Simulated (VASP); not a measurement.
Crystal: ZnCd3Se3S.

```
Zn Cd Se S
1.0
     3.66536    0.00000    0.00000
     0.00000    3.66536    0.00000
     0.00000    0.00000   11.75177
Zn Cd Se S
1 3 3 1
Direct
  0.50000 0.50000 0.00000
  0.50000 0.50000 0.26817
  0.00000 0.00000 0.50000
  0.50000 0.50000 0.73183
  0.00000 0.00000 0.27111
  0.50000 0.50000 0.50000
  0.00000 0.00000 0.72889
  0.00000 0.00000 0.00000
```

The cell was built by a generator and needn't be a form met in nature.

* Program: VASP 6.6.1
* Task: relaxation of cell and atoms
* Functional: PBE
* Potentials or basis: VASP PAW PBE potentials, release 64 (Zn, Cd, Se, S)
* Cutoff: 520 eV
* k mesh: 4 × 4 × 2
* Occupations: gaussian, width 0.15 eV
* Spin: no spin polarisation

At the start: pressure 17.2 GPa; volume 19.74 Å³/atom.

**Question.** Where does the relaxation end?

**Answer.** Over 23 steps the energy falls by 221.6 meV/atom and the volume is 26.45 Å³/atom (+34.0 %); space group P4/mmm (No. 123, to 0.05 Å).

Step by step:
```csv
step,energy change (eV),largest force (eV/Å),pressure (GPa),volume (Å³)
1,0.0000,0.5647,17.17,157.88
2,-1.1129,0.4445,-4.47,211.25
3,-1.4757,0.2019,0.24,189.66
4,-1.4757,0.2119,0.08,190.34
5,-1.4971,0.2471,0.14,191.19
6,-1.5505,0.3201,0.09,193.65
7,-1.5899,0.3062,0.52,198.15
8,-1.6065,0.3099,-0.01,201.40
9,-1.6154,0.3128,-0.72,205.94
10,-1.6470,0.2790,-0.46,205.64
11,-1.7134,0.1708,0.47,204.71
12,-1.6670,0.2864,3.05,202.82
13,-1.7287,0.1173,1.02,204.19
14,-1.7281,0.0466,1.58,203.86
15,-1.7396,0.0421,1.43,204.94
16,-1.7558,0.1617,0.93,208.20
17,-1.7629,0.0977,0.80,209.13
18,-1.7692,0.1105,-0.14,211.95
19,-1.7696,0.1020,-0.07,211.52
20,-1.7695,0.1025,-0.01,211.42
21,-1.7702,0.0915,0.10,211.44
22,-1.7717,0.0944,0.06,211.51
23,-1.7730,0.0776,0.21,211.63
```

Final structure:
```xyz
8
Lattice="3.8435 0.0000 0.0000 0.0000 3.8435 0.0000 0.0000 0.0000 14.3264" Properties=species:S:1:pos:R:3 pbc="T T T"
Zn    1.9217    1.9217    0.0000
Cd    1.9217    1.9217    4.3103
Cd    0.0000    0.0000    7.1632
Cd    1.9217    1.9217   10.0161
Se    0.0000    0.0000    4.0735
Se    1.9217    1.9217    7.1632
Se    0.0000    0.0000   10.2529
S     0.0000    0.0000    0.0000
```

Caveat: the k mesh is coarse (spacing up to 0.43 Å⁻¹), so the values aren't converged; the volume moved by over 15 % at a fixed basis, so the end points are rough.
